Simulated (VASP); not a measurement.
Given:

```
CdSe
1.0
    0.00000     3.05771     3.05771
    3.05771     0.00000     3.05771
    3.05771     3.05771     0.00000
Cd Se
1 1
Direct
  0.00000   0.00000   0.00000
  0.25000   0.25000   0.25000
```

All values below come from r2SCAN+rVV10, VASP's PBE PAW potentials (set 64) (plane waves; VASP 6.6.1). Numerical set-up: 520 eV cut-off, 8×8×8 Γ-centred mesh, tetrahedra with Blöchl corrections, potentials Cd Se.

### Question
Give the energies of bands 7 to 11 at the high-symmetry points, in eV from the valence-band maximum.

### Answer

| band | Γ | X | U | L | W |
|---|---|---|---|---|---|
| 7 | 0.00 | -4.02 | -3.95 | -4.35 | -3.91 |
| 8 | 0.00 | -1.84 | -2.52 | -0.74 | -2.24 |
| 9 | 0.00 | -1.84 | -1.50 | -0.74 | -2.19 |
| 10 | 1.00 | 3.40 | 4.03 | 2.80 | 5.43 |
| 11 | 6.45 | 4.10 | 5.50 | 6.88 | 5.46 |

The gap is direct, 1.00 eV, from the valence maximum at Γ to the conduction minimum at Γ.

The compound is CdSe in the zinc blende structure, whereas wurtzite is the usual form. It was relaxed first.
